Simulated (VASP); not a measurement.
An input for Quantum ESPRESSO's pw.x (written as the equivalent of a VASP run, and not itself run):

```
&CONTROL
  calculation = 'scf'
  pseudo_dir = './pseudo'
  outdir = './out'
  tprnfor = .true.
  tstress = .true.
/
&SYSTEM
  ibrav = 0
  nat = 2
  ntyp = 2
  ecutwfc = 60
  occupations = 'smearing'
  smearing = 'fermi-dirac'
  degauss = 0.00147
  input_dft = 'pz'
/
&ELECTRONS
  conv_thr = 7.3e-08
  electron_maxstep = 100
/
ATOMIC_SPECIES
  Hg 200.592 Hg.upf
  S 32.060 S.upf
CELL_PARAMETERS angstrom
     0.0000000    2.9823300    2.9823300
     2.9823300    0.0000000    2.9823300
     2.9823300    2.9823300    0.0000000
ATOMIC_POSITIONS crystal
  Hg   0.0000000  0.0000000  0.0000000
  S    0.2500000  0.2500000  0.2500000
K_POINTS automatic
  7 7 7 0 0 0
```

Q: Translate this input to VASP (INCAR, KPOINTS, POSCAR, choice of POTCAR).

A: Several could match; the one computed here: 
**INCAR**
```
LASPH=.True.
PREC=Accurate
ISIF=2   # forces and stress, cell fixed
LREAL=.False.
ALGO=Normal   # blocked Davidson
SYSTEM=HgS
ISMEAR=-1   # Fermi-Dirac
SIGMA=0.02   # width (eV)
ENCUT=300
EDIFF=1E-6
LWAVE=.False.
NELM=100   # most electronic steps
LCHARG=.False.
LMAXMIX=6
```

File POSCAR:
```
HgS
1
    0.0000000000     2.9823300000     2.9823300000
    2.9823300000     0.0000000000     2.9823300000
    2.9823300000     2.9823300000     0.0000000000
Hg S
1 1
Direct
  0.0000000000   0.0000000000   0.0000000000
  0.2500000000   0.2500000000   0.2500000000
```

KPOINTS:
```
kpoints
0
G
 7 7 7
0 0 0
```

POTCAR, in this order: Hg S (LDA.64 set). Program: vasp_std.

What does not carry over: the potentials are each code's own (VASP's PAW set, PseudoDojo norm-conserving files in pw.x), so ENCUT and ecutwfc are chosen apart and not converted; conv_thr bounds pw.x's estimated SCF error, while EDIFF bounds the energy change between steps.

The structure is a typed HgS crystal (F-43m). The cell was not relaxed at this level.
